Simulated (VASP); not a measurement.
Level of theory: LDA (Ceperley-Alder, Perdew-Zunger), VASP's LDA PAW potentials (set 64) (plane waves; VASP 6.6.1).

A VASP calculation is set up with these files.

INCAR:
```
SYSTEM = SiO2
PREC = Accurate; ENCUT = 520; LREAL = F
LASPH = T; ICHARG = 11
EDIFF = 1E-7; NELM = 100; ALGO = Normal
ISMEAR = 0; SIGMA = 0.05
LWAVE = F; LCHARG = F; LORBIT = 11
```

POSCAR:
```
SiO2
1
    2.4318837603    -4.2121463422     0.0000000000
    2.4318837603     4.2121463422     0.0000000000
    0.0000000000     0.0000000000     5.3873601367
Si O
3 6
Direct
  0.0000000000   0.4641151943   0.3333330000
  0.5358848057   0.5358848057   0.0000000000
  0.4641151943   0.0000000000   0.6666670000
  0.2764847367   0.4109848826   0.2207272610
  0.5890151174   0.8654998542   0.8873942610
  0.7235152633   0.1345001458   0.4459387390
  0.8654998542   0.5890151174   0.1126057390
  0.4109848826   0.2764847367   0.7792727390
  0.1345001458   0.7235152633   0.5540612610
```

### KPOINTS
```
k-points along high-symmetry lines
10
Line-mode
Reciprocal
  0.000000   0.000000   0.000000 ! GAMMA
  0.500000  -0.000000   0.000000 ! M

  0.500000  -0.000000   0.000000 ! M
  0.333333   0.333333   0.000000 ! K

  0.333333   0.333333   0.000000 ! K
  0.000000   0.000000   0.000000 ! GAMMA

  0.000000   0.000000   0.000000 ! GAMMA
  0.000000   0.000000   0.500000 ! A

  0.000000   0.000000   0.500000 ! A
  0.500000  -0.000000   0.500000 ! L

  0.500000  -0.000000   0.500000 ! L
  0.333333   0.333333   0.500000 ! H

  0.333333   0.333333   0.500000 ! H
  0.000000   0.000000   0.500000 ! A

  0.500000  -0.000000   0.500000 ! L
  0.500000  -0.000000   0.000000 ! M

  0.333333   0.333333   0.500000 ! H
  0.333333   0.333333   0.000000 ! K
```

POTCAR, in this order: Si O (LDA.64 set). Program: vasp_std. Read from the step before: CHGCAR.

The resulting files:

OSZICAR:
```
       N       E                     dE             d eps       ncg     rms          rms(c)
DAV:   1     0.277723486907E+03    0.27772E+03   -0.25126E+04  5228   0.153E+03
DAV:   2    -0.601846660881E+02   -0.33791E+03   -0.32753E+03  6981   0.319E+02
DAV:   3    -0.776369776427E+02   -0.17452E+02   -0.17385E+02  6115   0.823E+01
DAV:   4    -0.778850893071E+02   -0.24811E+00   -0.24768E+00  6414   0.105E+01
DAV:   5    -0.778895223097E+02   -0.44330E-02   -0.44314E-02  5925   0.136E+00
DAV:   6    -0.778896748508E+02   -0.15254E-03   -0.15251E-03  6606   0.220E-01
DAV:   7    -0.778896786470E+02   -0.37963E-05   -0.37960E-05  5953   0.334E-02
DAV:   8    -0.778896788069E+02   -0.15986E-06   -0.15981E-06  5710   0.577E-03
DAV:   9    -0.778896788123E+02   -0.53788E-08   -0.53715E-08  3948   0.109E-03
   1 F= -.77889679E+02 E0= -.77889679E+02  d E =-.145993E-16
```

File OUTCAR:
```
 val. band max:        1.0489046751   @ k =   0.3333   0.3333   0.0000

 cond. band min:       6.8585171280   @ k =   0.0000   0.0000   0.0000



 k-point     1 :       0.0000    0.0000    0.0000
  band No.  band energies     occupation
      1     -18.1640      2.00000
      2     -16.5632      2.00000
      3     -16.5631      2.00000
      4     -15.8499      2.00000
      5     -15.8455      2.00000
      6     -15.8454      2.00000
      7      -7.1402      2.00000
      8      -7.1402      2.00000
      9      -4.4334      2.00000
     10      -4.3444      2.00000
     11      -4.1813      2.00000
     12      -4.1813      2.00000
     13      -1.9818      2.00000
     14      -1.9817      2.00000
     15      -1.6445      2.00000
     16      -1.4228      2.00000
     17      -0.4119      2.00000
     18      -0.4119      2.00000
     19      -0.3506      2.00000
     20       0.0037      2.00000
     21       0.0038      2.00000
     22       0.2238      2.00000
     23       0.7605      2.00000
     24       0.7606      2.00000
     25       6.8585      0.00000
     26      10.0746      0.00000
     27      10.0746      0.00000
     28      10.7151      0.00000
     29      10.7151      0.00000

 k-point     2 :       0.0556    0.0000    0.0000
  band No.  band energies     occupation
      1     -18.1541      2.00000
      2     -16.5728      2.00000
      3     -16.5614      2.00000
      4     -15.8623      2.00000
      5     -15.8482      2.00000
      6     -15.8386      2.00000
      7      -7.1452      2.00000
      8      -7.1191      2.00000
      9      -4.4355      2.00000
     10      -4.3427      2.00000
     11      -4.1976      2.00000
     12      -4.1642      2.00000
     13      -2.0032      2.00000
     14      -1.9744      2.00000
     15      -1.6416      2.00000
     16      -1.3958      2.00000
     17      -0.4450      2.00000
     18      -0.4127      2.00000
     19      -0.3537      2.00000
     20      -0.0061      2.00000
...
```

The density is held fixed in this step, so its total energy and stress have no physical meaning.

The compound is SiO2 in the quartz structure. It was relaxed first.
